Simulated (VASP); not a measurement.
Consider the following.

```
CELL_PARAMETERS angstrom
      0.00000     1.98298     1.98298
      1.98298     0.00000     1.98298
      1.98298     1.98298     0.00000
ATOMIC_POSITIONS crystal
  Pt 0.00000 0.00000 0.00000
```

Computed with PBE GGA, VASP's PBE PAW potentials (set 64) (plane waves; VASP 6.6.1). Settings: 480 eV cut-off, 14×14×14 Γ-centred mesh, first-order Methfessel-Paxton smearing of 0.10 eV, potentials Pt.

Energy and stress use the plane-wave basis of the starting cell.

The ions, cell shape and volume at an external pressure of 10.0 GPa are relaxed. Which structure does the run end with?

```
CELL_PARAMETERS angstrom
      0.00000     1.95958     1.95958
      1.95958     0.00000     1.95958
      1.95958     1.95958     0.00000
ATOMIC_POSITIONS crystal
  Pt 0.00000 0.00000 0.00000
```
Space group Fm-3m (225), at a tolerance of 0.03 Å.

How do energy and volume change from the first to the last step?

The energy (σ→0) changes by +16.4 meV/atom and the volume by -3.5 %, in 4 ionic steps.

```
step  E(σ→0) (eV)  max force (eV/Å)  pressure (GPa)  volume (Å³)
----  -----------  ----------------  --------------  -----------
1         -6.1051             0.000            0.08        15.60
2         -5.8094             0.000           52.99        13.52
3         -6.0899             0.000            9.55        15.07
4         -6.0888             0.000            9.92        15.05
```

The compound is Pt in the fcc structure. This run relaxes it under an external pressure of 10 GPa. Symmetry was kept, so distortions that lower it aren't found.
